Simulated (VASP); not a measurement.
Here is a VASP 6.6.1 calculation.

File INCAR:

```
PREC = Accurate
ENCUT = 600
EDIFF = 1E-6
ISMEAR = 0
SIGMA = 0.05
LREAL = F
LASPH = T
NELM = 60
ALGO = Normal
ISIF = 3
LWAVE = F
LCHARG = F
METAGGA = TPSS
LMIXTAU = T
IBRION = 2
NSW = 60
EDIFFG = -0.005
```

The input KPOINTS:

```
Automatic mesh
0
Gamma
  9 9 4
```

The input POSCAR:

```
Mg2PbN2
1.0
    3.6268635271      0.0000000000      0.0000000000
   -1.8134317635      3.1409559505      0.0000000000
    0.0000000000      0.0000000000      6.5658920000
Pb Mg N
1 2 2
Direct
    0.0000000000      0.0000000000      0.5000000000
    0.3333333333      0.6666666667      0.8612240000
    0.6666666667      0.3333333333      0.1387760000
    0.3333333333      0.6666666667      0.2025450000
    0.6666666667      0.3333333333      0.7974550000
```

Potentials or basis: VASP PAW PBE potentials, release 64 (Pb_d, Mg, N).

Run with:

```console
$ cat potpaw_PBE.64/Pb_d/POTCAR potpaw_PBE.64/Mg/POTCAR potpaw_PBE.64/N/POTCAR > POTCAR
$ mpirun -np 1 vasp_std > vasp.out
```

Q: Predict the relaxed cell.

A: a = 3.603 Å, b = 3.603 Å, c = 6.556 Å, α = 90.00°, β = 90.00°, γ = 120.00°.

Q: Predict the space group after relaxing (to 0.05 Å).

A: P-3m1 (No. 164).

Final structure:
```xyz
5
Lattice="3.6033 0.0000 0.0000 -1.8016 3.1205 0.0000 0.0000 0.0000 6.5559" Properties=species:S:1:pos:R:3 pbc="T T T"
Pb    0.0000    0.0000    3.2779
Mg    0.0000    2.0803    5.6435
Mg    1.8016    1.0402    0.9124
N     0.0000    2.0803    1.3298
N     1.8016    1.0402    5.2261
```

 The run has no spin-orbit coupling, so splittings on Pb are missing.
